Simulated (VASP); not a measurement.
Here is a VASP 6.6.1 calculation.

File INCAR:

```
SYSTEM = LiBeBO3
PREC = Accurate
ENCUT = 520
EDIFF = 1E-6
ISMEAR = 1
SIGMA = 0.15
LREAL = .FALSE.
LASPH = .TRUE.
NELM = 100
ALGO = Fast
ISIF = 2
LWAVE = .FALSE.
LCHARG = .FALSE.
GGA = PE
NBANDS = 38
```

File KPOINTS:

```
Automatic mesh
0
G
  3 3 3
  0 0 0
```

POSCAR

```
LiBeBO3
1.0
    4.7062230000     -0.2759900000     -0.8578230000
    0.7134230000      4.6792630000     -0.2512160000
   -0.9471440000     -1.0408130000      5.1047200000
Li Be B O
2 2 2 6
Direct
    0.0354957721      0.1169950525      0.0050087211
    0.6938909942      0.2716299167      0.5392398477
    0.2850176542      0.2508945947      0.7199196892
    0.3188060658      0.6210351611      0.3029108638
   -0.0242640376      0.8359089734      0.4997368042
    0.6537473804      0.8105780313      0.6623438131
    0.4774470656      0.9691497464      0.9210395471
    0.6639846606      0.7482117645      0.2010711812
    0.6163648245      0.2986683075      0.1111881123
    0.2084014720      0.6660522476      0.8176357484
    0.0340832086      0.4271183085      0.3902365484
    0.8979303108      0.6078480695      0.9465150750
```

Potentials or basis: VASP PAW PBE potentials, release 64 (Li_sv, Be, B, O).

Launch:

```sh
$ cat potpaw_PBE.64/Li_sv/POTCAR potpaw_PBE.64/Be/POTCAR potpaw_PBE.64/B/POTCAR potpaw_PBE.64/O/POTCAR > POTCAR
$ mpirun -np 1 vasp_std > vasp.out
```

(1) Predict the largest force.

(2) Predict the band gap on the k mesh.

Answers

(1) 4.862 eV/Å.

(2) none (metal or under the smearing width).

Caveat: the k mesh is coarse (spacing up to 0.46 Å⁻¹), so the values aren't converged.
